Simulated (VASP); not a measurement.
```
HfC
1.0
    0.00000     2.32000     2.32000
    2.32000     0.00000     2.32000
    2.32000     2.32000     0.00000
Hf C
1 1
Direct
  0.00000   0.00000   0.00000
  0.50000   0.50000   0.50000
```

Level of theory: MS2 meta-GGA, VASP's PBE PAW potentials (set 64) (plane waves; VASP 6.6.1). Run with 520 eV cut-off, 12×12×12 Γ-centred mesh, first-order Methfessel-Paxton smearing of 0.10 eV, potentials Hf_pv C.

Q: The ions, cell shape and volume are relaxed. What does this cell relax into?

A: 
```
HfC
1.0
    0.00000     2.30671     2.30671
    2.30671     0.00000     2.30671
    2.30671     2.30671     0.00000
Hf C
1 1
Cartesian
  0.00000   0.00000   0.00000
  2.30671   2.30671   2.30671
```
Space group Fm-3m (225), at a tolerance of 0.03 Å.

Q: How do energy and volume change from the first to the last step?

A: The energy (σ→0) changes by -2.9 meV/atom and the volume by -1.7 %, in 3 ionic steps.

| step | E(σ→0) (eV) | max force (eV/Å) | pressure (GPa) | volume (Å³) |
|---|---|---|---|---|
| 1 | -6.4539 | 0.000 | -4.31 | 24.97 |
| 2 | -6.4397 | 0.000 | 8.63 | 23.78 |
| 3 | -6.4598 | 0.000 | -0.05 | 24.55 |

The compound is HfC in the rock salt structure. This run relaxes it. Symmetry was kept, so distortions that lower it aren't found.
